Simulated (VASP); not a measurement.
C (graphite) is relaxed at rising pressure, each step from the one before. Symmetry mostly holds the structure type, and other phases were not tried. The mesh follows the cell, and a change of mesh leaves a small step in the series.

Given:

```
CELL_PARAMETERS angstrom
      1.23319    -2.13595     0.00000
      1.23319     2.13595     0.00000
      0.00000     0.00000     7.92770
ATOMIC_POSITIONS crystal
  C  0.00000 0.00000 0.25000
  C  0.00000 0.00000 0.75000
  C  0.33333 0.66667 0.25000
  C  0.66667 0.33333 0.75000
```

All values below come from PBE GGA, VASP's PBE PAW potentials (set 64) (plane waves; VASP 6.6.1). Settings: 620 eV cut-off, 10×10×3 Γ-centred mesh, Gaussian smearing of 0.050 eV, potentials C.

Without a dispersion term in the relaxation, distances and binding between the weakly bound layers, chains or molecules are unreliable, and so is what depends on them.

```csv
P (GPa),V (Å³/atom),H − H(0) (eV/atom),space group,k-mesh
0,10.44,0.000,P6_3/mmc,10×10×3
5,8.51,0.289,P6_3/mmc,10×10×4
10,7.90,0.545,P6_3/mmc,10×10×4
20,7.26,1.019,P6_3/mmc,10×10×4
30,6.87,1.460,P6_3/mmc,10×10×4
45,6.43,2.083,P6_3/mmc,10×10×5
```

Pressures at which the relaxation failed are left out.

The compound is C in the graphite structure.
